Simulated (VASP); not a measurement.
Runs of VASP 6.6.1 on Zn7CdSe8. Symmetry: F-43m, No. 216, cubic system. Conventional cell: a = 11.397 Å, b = 11.397 Å, c = 11.397 Å, α = 90.00°, β = 90.00°, γ = 90.00°. Around Cd (site symmetry -43m) lie 4 Se at 2.58 Å. Zn (site symmetry 2mm) has 4 Se at 2.44 to 2.46 Å as nearest neighbours. Zn (site symmetry -43m) is surrounded by 4 Se at 2.47 Å. Around Se (site symmetry 3m) lie 3 Zn at 2.44 Å and 1 Cd at 2.58 Å. Se (site symmetry 3m) has 4 Zn at 2.46 to 2.47 Å as nearest neighbours. The cell was built by a generator and needn't be a form met in nature.

```tsv
task	level	spin	cell	cutoff (eV)	gap on the mesh (eV)	pressure (GPa)
band structure	TB-mBJ	off	F-43m, 23.13 Å³/atom	520	(a)	-
band structure	PBEsol	SOC, no magnetisation	F-43m, 23.13 Å³/atom	520	-	0.0
band structure	r2SCAN	off	F-43m, 23.13 Å³/atom	520	1.74	1.0
relaxation of cell and atoms	PBEsol	off	relaxed	600	1.06	0.0
band structure	PBEsol	off	F-43m, 23.13 Å³/atom	520	1.06	0.0
```

Alike in all rows: potentials or basis VASP PAW PBE potentials, release 64 (Cd, Zn, Se); k mesh 4 × 4 × 4; smearing gaussian 0.03 eV.

Q: Fill in the values left out.

A: (a) 2.62.

Caveats: the PAW data sets were made with another functional, which shifts forces and pressure a little.

A k mesh can miss the band edges, and rows without SOC leave out spin-orbit coupling on Cd, Se.
